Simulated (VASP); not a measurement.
# Y(0001), as cut: electronic structure, part 2 of 3

How does Y(0001) behave as a surface?

VASP 6.6.1; PBE; plane waves and PAW (Y_sv).

So far: The starting structure; Vacuum level and density of states.

## 2. Vacuum level and density of states (continued)

Valence density in the ca plane at fractional y = 0.000, with atoms of Y within 0.2 Å of it. It is the smooth field of the valence electrons, not physical close to the nuclei.

Values in e/Å³, 6 rows by 16 columns, each cell a mean:
```
1.3 0.1 0.1 0.1 0.7 3.2 0.7 0.1 0.1 0.1 1.3 2.9 0.2 0.0 0.0 0.0
0.3 0.1 0.2 0.1 0.2 0.6 0.2 0.1 0.2 0.1 0.3 0.5 0.1 0.0 0.0 0.0
0.1 0.1 0.3 0.1 0.1 0.1 0.1 0.1 0.3 0.1 0.1 0.1 0.0 0.0 0.0 0.0
0.1 0.1 0.3 0.1 0.1 0.1 0.1 0.1 0.3 0.1 0.1 0.1 0.1 0.0 0.0 0.0
0.5 0.1 0.1 0.1 0.3 1.2 0.3 0.1 0.1 0.1 0.5 1.1 0.1 0.0 0.0 0.0
1.6 0.1 0.1 0.1 0.8 4.0 0.8 0.1 0.1 0.1 1.6 3.7 0.3 0.0 0.0 0.0
```
Columns run along c (16.0 Å, from fractional 0.32 to 0.86 of the cell), rows up along a (3.6 Å). Atoms in or near the plane, at fractional coordinates: Y at (0.50, 0.00), Y at (0.69, 0.00).

Only the dipole across the slab is computed (IDIPOL = 3); zeros along the plane are no results.

The density of states holds every band computed, so its fall toward the upper end of the range is no gap.

The map of layer states is cut here 0.5 eV above the Fermi level, so it leaves out the states above that.

The vacuum level lies 3.37 eV above the Fermi level at the upper face; both faces agree, as the slab has next to no dipole.

The program found no field-free point at its default tolerance, but its printed level agrees with the flat part of the planar average.

On this mesh the fine structure of the density of states is sampling noise, and high empty states may be cut by the number of bands.

## 3. The slab in a field, field -0.05

A field across the slab, with the atoms held, gives the electronic response: the dipole changes linearly with the field, and the energy has a linear term from the slab's own dipole and a quadratic one from its polarisability.

Contents of INCAR:

```
SYSTEM = Y
PREC = Normal
ENCUT = 300
EDIFF = 1E-06
NELM = 120
ISMEAR = -1
SIGMA = 0.1
LREAL = .FALSE.
ALGO = Fast
GGA = PE
NBANDS = 34
LORBIT = 11
LWAVE = .FALSE.
LCHARG = .FALSE.
KPAR = 2
IDIPOL = 3
LDIPOL = .TRUE.
DIPOL = 0.5 0.5 0.5
EFIELD = -0.05
LVHAR = .TRUE.
```

Contents of POSCAR:

```
Y
1.0
    3.6500000000      0.0000000000      0.0000000000
    1.8250000000      3.1609927238      0.0000000000
    0.0000000000      0.0000000000     29.4683000000
Y
5
Direct
    0.0000000000      0.0000000000      0.3054129353
    0.6666666667      0.6666666667      0.4027064676
    0.0000000000      0.0000000000      0.5000000000
    0.6666666667      0.6666666667      0.5972935324
    0.0000000000      0.0000000000      0.6945870647
```

Contents of KPOINTS:

```
Automatic mesh
0
Gamma
18 18 1
0 0 0
```

Potentials, in the order of the species: Y_sv (PBE family, release 64).

Launch:

```bash
mpirun -np 2 vasp_std
```

The program printed:

```text
[banner, memory and clock lines left out]
running    2 mpi-ranks, on    1 nodes
[...]
LDA part: xc-table for (Slater+PW92), standard interpolation
 POSCAR, INCAR and KPOINTS ok, starting setup
[...]
entering main loop
       N       E                     dE             d eps       ncg     rms          rms(c)
DAV:   1     0.205450759614E+03    0.20545E+03   -0.22414E+04  3564   0.953E+02
DAV:   2     0.701661101331E+00   -0.20475E+03   -0.20094E+03  2886   0.256E+02
DAV:   3    -0.298249790167E+02   -0.30527E+02   -0.30133E+02  4330   0.499E+01
DAV:   4    -0.337000921271E+02   -0.38751E+01   -0.38532E+01  4264   0.214E+01
[...]
RMM:  43    -0.308779456834E+02    0.44672E-03   -0.20963E-04  3210   0.195E-02    0.329E-01
RMM:  44    -0.308778614134E+02    0.84270E-04   -0.19450E-04  2995   0.176E-02    0.193E-01
RMM:  45    -0.308778748943E+02   -0.13481E-04   -0.15738E-04  2970   0.157E-02    0.104E-01
WARNING in EDDRMM: call to ZHEGV failed, returncode =   6  3     30
WARNING in EDDRMM: call to ZHEGV failed, returncode =   6  3     29
RMM:  46    -0.308778957137E+02   -0.20819E-04   -0.11554E-04  2968   0.148E-02    0.629E-02
RMM:  47    -0.308779064925E+02   -0.10779E-04   -0.88611E-05  2595   0.977E-03    0.636E-02
RMM:  48    -0.308779169383E+02   -0.10446E-04   -0.72741E-05  2558   0.829E-03    0.620E-02
WARNING in EDDRMM: call to ZHEGV failed, returncode =   6  3     25
RMM:  49    -0.308779136030E+02    0.33353E-05   -0.62215E-05  2421   0.678E-03    0.521E-02
RMM:  50    -0.308779169406E+02   -0.33376E-05   -0.63323E-05  2731   0.918E-03    0.503E-02
RMM:  51    -0.308779056979E+02    0.11243E-04   -0.57698E-05  2601   0.863E-03    0.407E-02
WARNING in EDDRMM: call to ZHEGV failed, returncode =   8  4     31
WARNING in EDDRMM: call to ZHEGV failed, returncode =   8  4     30
WARNING in EDDRMM: call to ZHEGV failed, returncode =   6  3     22
RMM:  52    -0.308779109619E+02   -0.52640E-05   -0.54038E-05  2528   0.737E-03    0.369E-02
RMM:  53    -0.308779163879E+02   -0.54261E-05   -0.48825E-05  2560   0.802E-03    0.170E-02
WARNING in EDDRMM: call to ZHEGV failed, returncode =   8  4     29
WARNING in EDDRMM: call to ZHEGV failed, returncode =   6  3     28
RMM:  54    -0.308779221134E+02   -0.57255E-05   -0.47825E-05  2496   0.707E-03    0.146E-02
WARNING in EDDRMM: call to ZHEGV failed, returncode =   6  3     23
WARNING in EDDRMM: call to ZHEGV failed, returncode =   6  3     27
RMM:  55    -0.308779261478E+02   -0.40343E-05   -0.39686E-05  2182   0.487E-03    0.136E-02
WARNING in EDDRMM: call to ZHEGV failed, returncode =   8  4     23
WARNING in EDDRMM: call to ZHEGV failed, returncode =   8  4     27
WARNING in EDDRMM: call to ZHEGV failed, returncode =   8  4     29
RMM:  56    -0.308779304008E+02   -0.42530E-05   -0.39580E-05  1965   0.432E-03    0.103E-02
WARNING in EDDRMM: call to ZHEGV failed, returncode =   8  4     29
WARNING in EDDRMM: call to ZHEGV failed, returncode =   8  4     32
RMM:  57    -0.308779338982E+02   -0.34973E-05   -0.34880E-05  1581   0.348E-03    0.105E-02
RMM:  58    -0.308779373832E+02   -0.34850E-05   -0.36093E-05  1414   0.312E-03    0.101E-02
RMM:  59    -0.308779403362E+02   -0.29531E-05   -0.32395E-05  1251   0.270E-03    0.932E-03
RMM:  60    -0.308779436690E+02   -0.33328E-05   -0.34104E-05  1200   0.249E-03    0.908E-03
RMM:  61    -0.308779464074E+02   -0.27384E-05   -0.31004E-05  1675   0.300E-03    0.934E-03
WARNING in EDDRMM: call to ZHEGV failed, returncode =   6  3     27
RMM:  62    -0.308779495727E+02   -0.31653E-05   -0.32734E-05  1223   0.231E-03    0.722E-03
RMM:  63    -0.308779525214E+02   -0.29487E-05   -0.29653E-05  1157   0.227E-03    0.505E-03
RMM:  64    -0.308779556979E+02   -0.31765E-05   -0.31576E-05  1567   0.246E-03    0.284E-03
RMM:  65    -0.308779585486E+02   -0.28507E-05   -0.28710E-05  1090   0.200E-03    0.217E-03
[...]
RMM: 118    -0.308780692463E+02   -0.13884E-05   -0.14019E-05   519   0.137E-03    0.701E-03
RMM: 119    -0.308780705420E+02   -0.12957E-05   -0.13087E-05   522   0.137E-03    0.724E-03
RMM: 120    -0.308780718865E+02   -0.13445E-05   -0.13568E-05   522   0.136E-03
|                                                                             |
|           W    W    AA    RRRRR   N    N  II  N    N   GGGG   !!!           |
|           W    W   A  A   R    R  NN   N  II  NN   N  G    G  !!!           |
|           W    W  A    A  R    R  N N  N  II  N N  N  G       !!!           |
|           W WW W  AAAAAA  RRRRR   N  N N  II  N  N N  G  GGG   !            |
|           WW  WW  A    A  R   R   N   NN  II  N   NN  G    G                |
|           W    W  A    A  R    R  N    N  II  N    N   GGGG   !!!           |
|                                                                             |
|     The electronic self-consistency was not achieved in the given           |
|     number of steps (NELM). The forces and other quantities evaluated       |
|     might not be reliable so examine the results carefully. If you find     |
|     spurious results, we suggest increasing NELM, if you were close to      |
|     convergence or switching to a different ALGO or adjusting the           |
|     density mixing parameters otherwise.                                    |
|                                                                             |

   1 F= -.30878072E+02 E0= -.30695126E+02  d E =-.365893E+00
```

Elapsed: 8.4 min, on 2 MPI ranks of AMD EPYC 7R43, shared host; peak memory 0.47 GiB.

Parts of OUTCAR (step 3):

```text
 dipolmoment           0.000000      0.000000     -0.053908 electrons x Angstroem

 k-point     1 :       0.0000    0.0000    0.0000
  band No.  band energies     occupation
    ...
     21      -4.6454      2.00000
     22      -4.1750      2.00000
     23      -3.5161      2.00000
     24      -2.7256      2.00000
     25      -2.1601      2.00000
     26       0.0147      0.31321
     27       0.0397      0.25263
     28       0.5964      0.00110
     29       0.6622      0.00057
     30       1.1653      0.00000
    ...

  Total       -1.6480381     -1.6480381     -1.2859019     -0.0000000      0.0000000     -0.0000000
  in kB       -7.7661608     -7.7661608     -6.0596423     -0.0000000      0.0000000     -0.0000000
  external PRESSURE =      -7.1973213 kB  Pullay stress =       0.0000000 kB

 POSITION                                       TOTAL-FORCE (eV/Angst)
 -----------------------------------------------------------------------------------
      0.00000      0.00000      9.00000         0.000000     -0.000000      0.181583
      3.65000      2.10733     11.86707        -0.000000      0.000000     -0.178008
      0.00000      0.00000     14.73415        -0.000000      0.000000     -0.001399
      3.65000      2.10733     17.60123        -0.000000     -0.000000      0.180270
      0.00000      0.00000     20.46830         0.000000      0.000000     -0.182447
 -----------------------------------------------------------------------------------
    total drift:                               -0.000000     -0.000000      0.000022

  FREE ENERGIE OF THE ION-ELECTRON SYSTEM (eV)
  ---------------------------------------------------
  free  energy   TOTEN  =       -30.8780718865 eV

  energy  without entropy=      -30.5121792717  energy(sigma->0) =      -30.69512558

 vacuum level on the upper side and lower side of the slab         3.508         2.927

[... 7 parts as in an earlier step ...]

[... 12 further parts left out ...]
[key lines of the parts left out:]
E-fermi :  -0.1537
```

The electronic loop did not meet EDIFF within NELM cycles, so this run is left out of the comparison.

## 4. The slab in a field, field 0.05

Edit INCAR of step 3 so:

```diff
@@ -18,3 +18,3 @@
 DIPOL = 0.5 0.5 0.5
-EFIELD = -0.05
+EFIELD = 0.05
 LVHAR = .TRUE.
```

POSCAR is that of step 3.

KPOINTS is that of step 3.

Launch:

```bash
mpirun -np 2 vasp_std
```

The program printed:

```text
[... set-up lines as in an earlier step ...]
 entering main loop
       N       E                     dE             d eps       ncg     rms          rms(c)
DAV:   1     0.206362051363E+03    0.20636E+03   -0.22399E+04  3572   0.953E+02
DAV:   2     0.513745096710E+00   -0.20585E+03   -0.20192E+03  2920   0.256E+02
DAV:   3    -0.298655010035E+02   -0.30379E+02   -0.30006E+02  4322   0.500E+01
DAV:   4    -0.337110588332E+02   -0.38456E+01   -0.38256E+01  4240   0.213E+01
[...]
RMM:  38    -0.308743893430E+02   -0.74421E-04   -0.17977E-03  4010   0.564E-02    0.210E-01
RMM:  39    -0.308750626366E+02   -0.67329E-03   -0.22189E-03  4327   0.788E-02    0.331E-01
RMM:  40    -0.308757283940E+02   -0.66576E-03   -0.13511E-03  3996   0.446E-02    0.510E-01
WARNING in EDDRMM: call to ZHEGV failed, returncode =   6  3     27
WARNING in EDDRMM: call to ZHEGV failed, returncode =   6  3     20
RMM:  41    -0.308754697483E+02    0.25865E-03   -0.11012E-03  3821   0.295E-02    0.431E-01
RMM:  42    -0.308749909733E+02    0.47878E-03   -0.98531E-04  3786   0.266E-02    0.191E-01
WARNING in EDDRMM: call to ZHEGV failed, returncode =   6  3     22
RMM:  43    -0.308749684636E+02    0.22510E-04   -0.95588E-04  3679   0.227E-02    0.125E-01
RMM:  44    -0.308750189201E+02   -0.50456E-04   -0.85759E-04  3178   0.183E-02    0.103E-01
RMM:  45    -0.308750678255E+02   -0.48905E-04   -0.87744E-04  3021   0.183E-02    0.579E-02
RMM:  46    -0.308751344862E+02   -0.66661E-04   -0.80774E-04  2801   0.156E-02    0.388E-02
RMM:  47    -0.308752121688E+02   -0.77683E-04   -0.77867E-04  2542   0.120E-02    0.294E-02
WARNING in EDDRMM: call to ZHEGV failed, returncode =   8  4     26
WARNING in EDDRMM: call to ZHEGV failed, returncode =   8  4     27
RMM:  48    -0.308752843795E+02   -0.72211E-04   -0.69926E-04  2497   0.107E-02    0.259E-02
WARNING in EDDRMM: call to ZHEGV failed, returncode =   6  3     28
WARNING in EDDRMM: call to ZHEGV failed, returncode =   8  4     30
WARNING in EDDRMM: call to ZHEGV failed, returncode =   8  4     26
RMM:  49    -0.308753535895E+02   -0.69210E-04   -0.68235E-04  2136   0.885E-03    0.243E-02
RMM:  50    -0.308754152191E+02   -0.61630E-04   -0.61006E-04  2116   0.807E-03    0.159E-02
RMM:  51    -0.308754762814E+02   -0.61062E-04   -0.60177E-04  1711   0.708E-03    0.714E-03
RMM:  52    -0.308755313891E+02   -0.55108E-04   -0.54061E-04  1572   0.664E-03    0.728E-03
RMM:  53    -0.308755851369E+02   -0.53748E-04   -0.53148E-04  1493   0.624E-03    0.797E-03
WARNING in EDDRMM: call to ZHEGV failed, returncode =   6  3     29
RMM:  54    -0.308756328712E+02   -0.47734E-04   -0.47670E-04  1265   0.582E-03    0.768E-03
RMM:  55    -0.308756801016E+02   -0.47230E-04   -0.46991E-04  1151   0.552E-03    0.123E-02
RMM:  56    -0.308757220867E+02   -0.41985E-04   -0.42130E-04  1190   0.543E-03    0.120E-02
WARNING in EDDRMM: call to ZHEGV failed, returncode =   6  3     29
RMM:  57    -0.308757635868E+02   -0.41500E-04   -0.41522E-04  1102   0.521E-03    0.139E-02
RMM:  58    -0.308758011921E+02   -0.37605E-04   -0.37379E-04   981   0.500E-03    0.170E-02
WARNING in EDDRMM: call to ZHEGV failed, returncode =   6  3     31
RMM:  59    -0.308758382174E+02   -0.37025E-04   -0.36881E-04   985   0.488E-03    0.204E-02
RMM:  60    -0.308758713229E+02   -0.33106E-04   -0.33222E-04   962   0.476E-03    0.217E-02
WARNING in EDDRMM: call to ZHEGV failed, returncode =   6  3     27
RMM:  61    -0.308759057101E+02   -0.34387E-04   -0.33031E-04  1314   0.498E-03    0.295E-02
RMM:  62    -0.308759354372E+02   -0.29727E-04   -0.29750E-04  1059   0.462E-03    0.318E-02
RMM:  63    -0.308759646569E+02   -0.29220E-04   -0.29428E-04   941   0.443E-03    0.331E-02
RMM:  64    -0.308759907899E+02   -0.26133E-04   -0.26569E-04   922   0.432E-03    0.336E-02
[...]
RMM:  68    -0.308760866977E+02   -0.21475E-04   -0.21646E-04   853   0.402E-03    0.414E-02
RMM:  69    -0.308761081647E+02   -0.21467E-04   -0.21539E-04   826   0.395E-03    0.429E-02
RMM:  70    -0.308761277573E+02   -0.19593E-04   -0.19685E-04   829   0.388E-03    0.442E-02
WARNING in EDDRMM: call to ZHEGV failed, returncode =   6  3     26
RMM:  71    -0.308761472318E+02   -0.19474E-04   -0.19631E-04   879   0.386E-03    0.459E-02
RMM:  72    -0.308761652297E+02   -0.17998E-04   -0.18001E-04   801   0.378E-03    0.474E-02
RMM:  73    -0.308761828236E+02   -0.17594E-04   -0.17988E-04   794   0.372E-03    0.477E-02
RMM:  74    -0.308761976948E+02   -0.14871E-04   -0.16496E-04  1217   0.392E-03    0.440E-02
[...]
RMM: 114    -0.308765807992E+02   -0.50094E-05   -0.63224E-05  1307   0.314E-03    0.319E-02
RMM: 115    -0.308765865860E+02   -0.57868E-05   -0.63461E-05  1130   0.299E-03    0.295E-02
RMM: 116    -0.308765919027E+02   -0.53167E-05   -0.60781E-05  1325   0.309E-03    0.255E-02
WARNING in EDDRMM: call to ZHEGV failed, returncode =   8  4     32
RMM: 117    -0.308765973741E+02   -0.54713E-05   -0.61251E-05  1315   0.305E-03    0.214E-02
RMM: 118    -0.308766025697E+02   -0.51956E-05   -0.58419E-05  1404   0.309E-03    0.167E-02
WARNING in EDDRMM: call to ZHEGV failed, returncode =   6  3     28
WARNING in EDDRMM: call to ZHEGV failed, returncode =   8  4     34
RMM: 119    -0.308766079358E+02   -0.53662E-05   -0.58978E-05  1290   0.303E-03    0.119E-02
RMM: 120    -0.308766132012E+02   -0.52653E-05   -0.56486E-05  1425   0.319E-03
 [... a notice as in an earlier step ...]

   1 F= -.30876613E+02 E0= -.30695120E+02  d E =-.362986E+00
```

Wall time 12 min (2 MPI ranks); peak memory 0.47 GiB.

Parts of OUTCAR (step 4):

```text
 dipolmoment           0.000000      0.000000      0.053802 electrons x Angstroem

 k-point     1 :       0.0000    0.0000    0.0000
  band No.  band energies     occupation
    ...
     21      -4.6456      2.00000
     22      -4.1761      2.00000
     23      -3.5175      2.00000
     24      -2.7266      2.00000
     25      -2.1602      2.00000
     26       0.0151      0.31321
     27       0.0359      0.26204
     28       0.5963      0.00111
     29       0.6617      0.00058
     30       1.1649      0.00000
    ...

  Total       -1.6557339     -1.6557339     -1.2873952      0.0000000     -0.0000000      0.0000000
  in kB       -7.8024264     -7.8024264     -6.0666793      0.0000000     -0.0000000      0.0000000
  external PRESSURE =      -7.2238441 kB  Pullay stress =       0.0000000 kB

 POSITION                                       TOTAL-FORCE (eV/Angst)
 -----------------------------------------------------------------------------------
      0.00000      0.00000      9.00000         0.000000      0.000000      0.182755
      3.65000      2.10733     11.86707        -0.000000     -0.000000     -0.181615
      0.00000      0.00000     14.73415        -0.000000      0.000000      0.001664
      3.65000      2.10733     17.60123         0.000000      0.000000      0.178768
      0.00000      0.00000     20.46830        -0.000000      0.000000     -0.181573
 -----------------------------------------------------------------------------------
    total drift:                               -0.000000     -0.000000     -0.001623

  FREE ENERGIE OF THE ION-ELECTRON SYSTEM (eV)
  ---------------------------------------------------
  free  energy   TOTEN  =       -30.8766132012 eV

  energy  without entropy=      -30.5136271836  energy(sigma->0) =      -30.69512019

 vacuum level on the upper side and lower side of the slab         2.927         3.510

[... 8 parts as in an earlier step ...]

[... 11 further parts left out ...]
[key lines of the parts left out:]
E-fermi :  -0.1533
```

The electronic loop did not meet EDIFF within NELM cycles, so this run is left out of the comparison.

(Part 2 of 3 ends here.)

[Lines on the potential files, build, host, timing and source positions are cut from VASP's logs without a mark.]

[Logs are printed without paths, hosts, clocks, repeated set-up lines and the standing remarks that a program may print on its own settings, such as how far it seeks lower states.]

[Hosts, paths, dates, database ids (printed as entryN), source tags and the programs' standing remarks are cut or masked in the printed files.]

[In band tables of VASP the shares of atoms and orbitals are scaled to a sum of 1 inside the atoms' spheres.]

[Runs that stopped without an error message from VASP are left out.]
